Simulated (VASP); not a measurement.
OSZICAR of a VASP run on Zn$_{4}$S$_{3}$Te (ordered alloy cell):

OSZICAR:
```
       N       E                     dE             d eps       ncg     rms          rms(c)
DAV:   1     0.497385627812E+03    0.49739E+03   -0.28630E+04   860   0.161E+03
DAV:   2     0.325917619765E+02   -0.46479E+03   -0.45337E+03   892   0.378E+02
DAV:   3    -0.247456420419E+02   -0.57337E+02   -0.56843E+02   997   0.133E+02
DAV:   4    -0.268264658816E+02   -0.20808E+01   -0.20754E+01  1005   0.256E+01
DAV:   5    -0.268643896143E+02   -0.37924E-01   -0.37903E-01  1082   0.342E+00    0.123E+01
DAV:   6    -0.252865893642E+02    0.15778E+01   -0.37379E+00  1259   0.404E+01    0.962E+00
DAV:   7    -0.253523395937E+02   -0.65750E-01   -0.34342E+00   927   0.756E+00    0.432E+00
DAV:   8    -0.253234651578E+02    0.28874E-01   -0.26009E-01  1076   0.505E+00    0.147E+00
DAV:   9    -0.253245650656E+02   -0.10999E-02   -0.45752E-02  1077   0.271E+00    0.349E-01
DAV:  10    -0.253249144189E+02   -0.34935E-03   -0.49664E-03   964   0.454E-01    0.295E-01
DAV:  11    -0.253250590786E+02   -0.14466E-03   -0.31970E-04  1010   0.865E-02    0.204E-01
DAV:  12    -0.253253345280E+02   -0.27545E-03   -0.34766E-04  1014   0.142E-01    0.262E-02
DAV:  13    -0.253253557216E+02   -0.21194E-04   -0.11404E-04  1066   0.113E-01    0.363E-02
DAV:  14    -0.253253606543E+02   -0.49327E-05   -0.25960E-05   948   0.242E-02    0.236E-02
DAV:  15    -0.253253591917E+02    0.14626E-05   -0.71119E-06   868   0.196E-02    0.526E-03
DAV:  16    -0.253253593161E+02   -0.12442E-06   -0.20869E-06   624   0.677E-03
   1 F= -.25325359E+02 E0= -.25325359E+02  d E =-.283436E-13
```

**Question.** Which electronic solver shows in the log?

**Answer.** It is blocked Davidson (ALGO = Normal, or the opening steps of other solvers). The INCAR had ALGO = Normal.

**Question.** Can the final energy be trusted as converged?

**Answer.** The calculation finished and met its thresholds. It stopped with EDIFF = 1E-6, NELM = 100 (PBE GGA, plane waves, VASP's PBE PAW potentials (set 64)).

The structure was generated: Zn4S3Te was put into an ordered model structure (P-43m), which need not be its known phase. It was relaxed first.
